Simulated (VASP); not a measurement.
The system is GaSn.

```
Ga Sn
1.0
     0.00000    2.72933    2.72933
     2.72933    0.00000    2.72933
     2.72933    2.72933    0.00000
Ga Sn
1 1
Direct
  0.50000 0.50000 0.50000
  0.00000 0.00000 0.00000
```

The cell was built by a generator and needn't be a form met in nature.

```yaml
Program: VASP 6.6.1
Task: relaxation of cell and atoms
Functional: PBE
Potentials_or_basis: VASP PAW PBE potentials, release 64 (Ga_d, Sn_d)
Cutoff: 600 eV
k_mesh: 8 × 8 × 8
Occupations: methfessel-paxton, width 0.1 eV
Spin: no spin polarisation
```

At the start: pressure 13.6 GPa; volume 20.33 Å³/atom.

Question: How do energy, volume and symmetry change on relaxing?

Answer: Over 3 steps the energy falls by 150.6 meV/atom and the volume is 24.46 Å³/atom (+20.3 %); space group Fm-3m (No. 225, to 0.05 Å).

The path:
```
step  energy change (eV)  largest force (eV/Å)  pressure (GPa)  volume (Å³)
   1              0.0000                0.0000           13.63        40.66
   2             -0.2795                0.0000           -2.26        51.72
   3             -0.3011                0.0000           -0.01        48.91
```

Final structure:
```
Ga Sn
1.0
     0.00000    2.90269    2.90269
     2.90269    0.00000    2.90269
     2.90269    2.90269    0.00000
Ga Sn
1 1
Direct
  0.50000 0.50000 0.50000
  0.00000 0.00000 0.00000
```

Caveat: the volume moved by over 15 % at a fixed basis, so the end points are rough.
